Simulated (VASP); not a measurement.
VASP 6.6.1 run: BiB

INCAR

```
IBRION = 2
PREC = Accurate
EDIFF = 1E-7
SIGMA = 0.2
NSW = 40
LWAVE = .FALSE.
ISIF = 3
ENCUT = 600
NBANDS = 16
LCHARG = .FALSE.
ISMEAR = -5
GGA = CA
LREAL = .FALSE.
EDIFFG = -5E-3
NELM = 95
LASPH = .TRUE.
```

KPOINTS

```
KPOINTS created by Atomic Simulation Environment
0
Gamma
8 8 8
0 0 0
```

POSCAR

```
B  Bi
 1.0000000000000000
     0.0000000000000000    2.7600269848436847    2.7600269848436843
     2.7600269848436843    0.0000000000000000    2.7600269848436843
     2.7600269848436843    2.7600269848436847    0.0000000000000000
 B   Bi
   1   1
Cartesian
  0.0000000000000000  0.0000000000000000  0.0000000000000000
  1.3800134924218421  1.3800134924218423  1.3800134924218421
```

The recommended LDA PAW datasets give the neutral cell 18 valence electrons.

Command

```
mpirun -np 1 vasp_std
```

Q: Predict the outcome of this run.

A: It converged. Results: relaxed cell vector lengths 3.827, 3.827, 3.827 Å; relaxed cell volume 39.64 Å³.

OSZICAR

```
N       E                     dE             d eps       ncg     rms          rms(c)
DAV:   1     0.135366995012E+03    0.13537E+03   -0.10667E+04   928   0.146E+03
DAV:   2    -0.183245384216E+01   -0.13720E+03   -0.13281E+03   992   0.361E+02
DAV:   3    -0.109003471526E+02   -0.90679E+01   -0.90250E+01  1192   0.881E+01
DAV:   4    -0.111070255458E+02   -0.20668E+00   -0.20662E+00  1152   0.144E+01
DAV:   5    -0.111141412929E+02   -0.71157E-02   -0.71157E-02  1336   0.238E+00    0.367E+00
DAV:   6    -0.104297126121E+02    0.68443E+00   -0.13863E+00  1280   0.801E+00    0.129E+00
DAV:   7    -0.104024832270E+02    0.27229E-01   -0.16237E-01  1080   0.198E+00    0.666E-01
DAV:   8    -0.103933901808E+02    0.90930E-02   -0.19756E-02  1296   0.126E+00    0.103E-01
DAV:   9    -0.103930062441E+02    0.38394E-03   -0.20800E-03  1216   0.482E-01    0.455E-02
DAV:  10    -0.103930158726E+02   -0.96284E-05   -0.25006E-04  1216   0.150E-01    0.185E-02
...
       N       E                     dE             d eps       ncg     rms          rms(c)
DAV:   1    -0.105755049687E+02   -0.15529E+00   -0.35875E+00  1240   0.327E+01    0.197E+00
DAV:   2    -0.104518157822E+02    0.12369E+00   -0.21050E-01  1112   0.803E+00    0.820E-01
DAV:   3    -0.104288192915E+02    0.22996E-01   -0.84132E-02  1360   0.456E+00    0.815E-02
DAV:   4    -0.104289039153E+02   -0.84624E-04   -0.22337E-03  1056   0.424E-01    0.557E-02
DAV:   5    -0.104289731327E+02   -0.69217E-04   -0.54363E-04  1264   0.243E-01    0.218E-02
DAV:   6    -0.104289600376E+02    0.13095E-04   -0.46379E-05  1168   0.101E-01    0.102E-02
DAV:   7    -0.104289557520E+02    0.42857E-05   -0.20915E-05  1064   0.287E-02    0.114E-03
DAV:   8    -0.104289557974E+02   -0.45451E-07   -0.92361E-07  1104   0.812E-03
   3 F= -.10428956E+02 E0= -.10428956E+02  d E =-.359399E-01
```

Standard output (part)

```
POSCAR found type information on POSCAR B Bi
 POSCAR found :  2 types and       2 ions
 LDA part: xc-table for (Slater(with rela. corr.)+CA(PZ))
 , standard interpolation
 POSCAR, INCAR and KPOINTS ok, starting setup
 WAVECAR not read
 entering main loop
 curvature:   0.00 expect dE= 0.000E+00 dE for cont linesearch  0.000E+00
 search vector abs. value=  0.102E+00
 bond charge predicted
 trial-energy change:   -0.027202  1 .order   -0.023899   -0.101911    0.054113
 bond charge predicted
 curvature:  -0.32 expect dE=-0.716E-07 dE for cont linesearch -0.716E-07
 trial: gam=-0.00147 g(F)=  0.146E-46 g(S)=  0.221E-06 ort = 0.150E-03 (trialstep = 0.936E+00)
 search vector abs. value=  0.100E-09
 reached required accuracy - stopping structural energy minimisation
```

```csv
ionic step,ΔE (meV/atom),volume (Å³),largest force (eV/Å),pressure (GPa),electronic steps
1,0.0,42.05,0.000,-4.52,13
2,-13.6,38.54,0.000,2.62,10
3,-18.0,39.64,0.000,-0.01,8
```

For comparison, a separate LDA relaxation on usual settings, not on those above, ends at 39.64 Å³.
